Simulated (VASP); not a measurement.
```xyz
2
Lattice="3.0060 0.0000 0.0000 0.0000 3.0060 0.0000 0.0000 0.0000 3.0060" Properties=species:S:1:pos:R:3 pbc="T T T"
Al     1.5030     1.5030     1.5030
Ru     0.0000     0.0000     0.0000
```

All values below come from PBEsol GGA, VASP's PBE PAW potentials (set 64) (plane waves; VASP). Settings: 520 eV cut-off, 12×12×12 Γ-centred mesh, first-order Methfessel-Paxton smearing of 0.10 eV, potentials Al Ru_pv.

Task: Give the stress tensor in GPa (positive for a compressed cell).

Result: 
```
-6.25   0.00   0.00
 0.00  -6.25   0.00
 0.00   0.00  -6.25
```
The pressure is its mean diagonal, -6.25 GPa.

The compound is RuAl in the CsCl type structure. This cell is one point of a volume scan, at 1.03 of the reference volume. The electron count is odd and the run is not spin-polarised, which forces a metal.
